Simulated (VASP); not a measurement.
Input:

```yaml
crystal:
  lattice:
    - [3.64140, 0.00000, 0.00000]
    - [0.00000, 3.64140, 0.00000]
    - [0.00000, 0.00000, 3.64140]
  atoms:
    - { symbol: Al, position: [0.00000, 0.00000, 0.00000] }
    - { symbol: Ni, position: [0.00000, 0.50000, 0.50000], spin: 0.5 }
    - { symbol: Ni, position: [0.50000, 0.00000, 0.50000], spin: 0.5 }
    - { symbol: Ni, position: [0.50000, 0.50000, 0.00000], spin: 0.5 }
```

Method: PBE GGA + U (Dudarev), VASP's PBE PAW potentials (set 64) (plane waves; VASP). Run with 400 eV cut-off, 8×8×8 Γ-centred mesh, first-order Methfessel-Paxton smearing of 0.10 eV, potentials Al Ni, U − J: Ni 3.00 eV.

Give the stress tensor in GPa (positive for a compressed cell).

```
-13.61    0.00    0.00
  0.00  -13.61    0.00
  0.00    0.00  -13.61
```
The pressure is its mean diagonal, -13.61 GPa.

The compound is Ni3Al in the L1_2 structure. The cell was not relaxed at this level. The run is one of a series of settings (LDAU = .TRUE., LDAUJ = 0 0, LDAUL = -1 2, LDAUTYPE = 2, LDAUU = 0 3.0 against the base run), some of them coarse on purpose.
